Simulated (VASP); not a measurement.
All values below come from PW91 GGA, VASP's PBE PAW potentials (set 64) (plane waves; VASP).

The input files of a VASP run:

INCAR:
```
! general
SYSTEM  = MoS2
PREC    = Accurate
ENCUT   = 520
LREAL   = F
LASPH   = T

! electronic loop
EDIFF   = 1E-7
NELM    = 100
ALGO    = Normal
LMAXMIX = 4

! smearing
ISMEAR  = -5

! functional
GGA     = 91

! ions
ISIF    = 2

! output
LWAVE   = F
LCHARG  = T
LORBIT  = 11
NEDOS   = 601

! other
LEFG    = T
```

File POSCAR:
```
MoS2
1
    1.5954871218    -2.7634644744     0.0000000000
    1.5954871218     2.7634644744    -0.0000000000
    0.0000000000    -0.0000000000    14.5905221921
Mo S
2 4
Direct
  0.3333330000   0.6666670000   0.2500000000
  0.6666670000   0.3333330000   0.7500000000
  0.3333330000   0.6666670000   0.8570734458
  0.6666670000   0.3333330000   0.3570734458
  0.6666670000   0.3333330000   0.1429265542
  0.3333330000   0.6666670000   0.6429265542
```

**KPOINTS**
```
Automatic mesh
0
Gamma
9 9 2
0 0 0
```

POTCAR, in this order: Mo_sv S (PBE.64 set). Program: vasp_std.

Without a dispersion term in the relaxation, distances and binding between the weakly bound layers, chains or molecules are unreliable, and so is what depends on them.

Task: Estimate the energy per atom (σ→0), band gap (on the k-mesh).

Result: 
| Property | Value |
|---|---|
| energy per atom (σ→0) | -7.284 eV/atom |
| band gap (on the k-mesh) | 1.40 eV |

### OSZICAR
```
...
DAV:  12    -0.437063178319E+02    0.48836E-04   -0.98645E-04  1977   0.160E-01    0.519E-02
DAV:  13    -0.437063743907E+02   -0.56559E-04   -0.24314E-04  1806   0.824E-02    0.277E-02
DAV:  14    -0.437063858110E+02   -0.11420E-04   -0.24038E-05  1803   0.294E-02    0.664E-03
DAV:  15    -0.437063875592E+02   -0.17482E-05   -0.59788E-06  2006   0.112E-02    0.478E-03
DAV:  16    -0.437063876967E+02   -0.13750E-06   -0.16130E-06  1883   0.711E-03    0.207E-03
DAV:  17    -0.437063878061E+02   -0.10942E-06   -0.12842E-07  1294   0.212E-03    0.483E-04
DAV:  18    -0.437063877999E+02    0.62246E-08   -0.11958E-08  1220   0.600E-04
   1 F= -.43706388E+02 E0= -.43706388E+02  d E =0.000000E+00
```

The compound is MoS2 in the 2H layered structure. It was relaxed first, which changed the volume by +21 %.
